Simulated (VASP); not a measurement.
Calculation: LDA (Ceperley-Alder, Perdew-Zunger), VASP's LDA PAW potentials (set 64) (plane waves; VASP).

VASP ran on this input.

**POSCAR**
```
Tl
1.0
  1.6932634008  -2.9328183371   0.0000000000
  1.6932634008   2.9328183371   0.0000000000
  0.0000000000   0.0000000000   5.4958368021
Tl
2
Direct
  0.3333330000   0.6666670000   0.2500000000
  0.6666670000   0.3333330000   0.7500000000
```

KPOINTS:
```
Automatic
0
G
11 11 6
0 0 0
```

INCAR:
```
ISMEAR=1
SYSTEM=Tl
ENCUT=400
LMAXMIX=4   ! l cut-off of mixed one-centre charges
SIGMA=0.1   ! width (eV)
ALGO=Normal
LASPH=.True.
LCHARG=.False.
IBRION=2
NSW=60   ! most ionic steps
LWAVE=.False.
ISIF=3   ! ions, shape and volume
NELM=100   ! most electronic steps
EDIFFG=-0.01
EDIFF=1E-6   ! SCF stop (eV)
PREC=Accurate
LREAL=.False.
```

POTCAR, in this order: Tl_d (LDA.64 set). Program: vasp_std.

Output of the run:

### OSZICAR
```
       N       E                     dE             d eps       ncg     rms          rms(c)
DAV:   1     0.108667288631E+03    0.10867E+03   -0.12727E+04  2208   0.118E+03
DAV:   2    -0.417973616006E+01   -0.11285E+03   -0.11150E+03  2314   0.263E+02
DAV:   3    -0.593898099098E+01   -0.17592E+01   -0.17427E+01  2648   0.299E+01
DAV:   4    -0.594817212803E+01   -0.91911E-02   -0.91879E-02  2476   0.230E+00
DAV:   5    -0.594826470713E+01   -0.92579E-04   -0.92578E-04  2476   0.236E-01    0.365E+00
DAV:   6    -0.588750966525E+01    0.60755E-01   -0.11407E-01  2296   0.291E+00    0.251E+00
DAV:   7    -0.587601663128E+01    0.11493E-01   -0.49541E-02  2303   0.188E+00    0.767E-01
DAV:   8    -0.587483938569E+01    0.11772E-02   -0.44344E-03  2297   0.575E-01    0.397E-02
DAV:   9    -0.587484227771E+01   -0.28920E-05   -0.18567E-05  2689   0.407E-02    0.775E-03
DAV:  10    -0.587484215867E+01    0.11904E-06   -0.15758E-06  1397   0.110E-02
   1 F= -.58748422E+01 E0= -.58749702E+01  d E =-.587484E+01
       N       E                     dE             d eps       ncg     rms          rms(c)
DAV:   1    -0.587612645352E+01   -0.12842E-02   -0.23303E-02  2206   0.140E+00    0.199E-01
DAV:   2    -0.587503736703E+01    0.10891E-02   -0.23873E-03  2218   0.427E-01    0.650E-02
DAV:   3    -0.587489573904E+01    0.14163E-03   -0.48780E-04  2252   0.199E-01    0.497E-02
DAV:   4    -0.587489041859E+01    0.53204E-05   -0.26255E-05  2242   0.321E-02    0.712E-03
DAV:   5    -0.587488935335E+01    0.10652E-05   -0.77067E-06  2281   0.243E-02    0.397E-03
DAV:   6    -0.587488931189E+01    0.41460E-07   -0.21515E-07  1145   0.409E-03
   2 F= -.58748893E+01 E0= -.58750242E+01  d E =-.471532E-04
```

File OUTCAR:
```
------------------------ aborting loop because EDIFF is reached ----------------------------------------
  FORCE on cell =-STRESS in cart. coord.  units (eV):
  Direction    XX          YY          ZZ          XY          YZ          ZX
  --------------------------------------------------------------------------------------
  Total       -0.0085413     -0.0085413     -0.0003200     -0.0000000      0.0000000     -0.0000000
  in kB       -0.2512077     -0.2512077     -0.0094114     -0.0000000      0.0000000     -0.0000000
  external PRESSURE =      -0.1706090 kB  Pullay stress =       0.0000000 kB
  volume of cell :       54.48
      direct lattice vectors                 reciprocal lattice vectors
     1.691951551 -2.930546146  0.000000000     0.295516736 -0.170616662  0.000000000
     1.691951551  2.930546146  0.000000000     0.295516736  0.170616662  0.000000000
    -0.000000000  0.000000000  5.493351095    -0.000000000 -0.000000000  0.182038246
 POSITION                                       TOTAL-FORCE (eV/Angst)
 -----------------------------------------------------------------------------------
      1.69195      0.97685      1.37334        -0.000000     -0.000000      0.000000
      1.69195     -0.97685      4.12001         0.000000      0.000000     -0.000000
 -----------------------------------------------------------------------------------
    total drift:                               -0.000000      0.000446      0.000008
  FREE ENERGIE OF THE ION-ELECTRON SYSTEM (eV)
  ---------------------------------------------------
  free  energy   TOTEN  =        -5.8748893119 eV

  energy  without entropy=       -5.8752938884  energy(sigma->0) =       -5.87502417

 reached required accuracy - stopping structural energy minimisation
```
(Selected blocks of OUTCAR.)

### CONTCAR
```
Tl
   1.00000000000000
     1.6919515509592806   -2.9305461463001081    0.0000000000000000
     1.6919515509592806    2.9305461463001081    0.0000000000000000
    -0.0000000000000000    0.0000000000000000    5.4933510947515574
  Tl
     2
Direct
     0.3333330000000032    0.6666669999999968    0.2500000000000000
     0.6666669999999968    0.3333330000000032    0.7500000000000000
```

The compound is Tl in the hcp structure. This run relaxes it. Symmetry was kept, so distortions that lower it aren't found. The start is the result of an earlier pass.
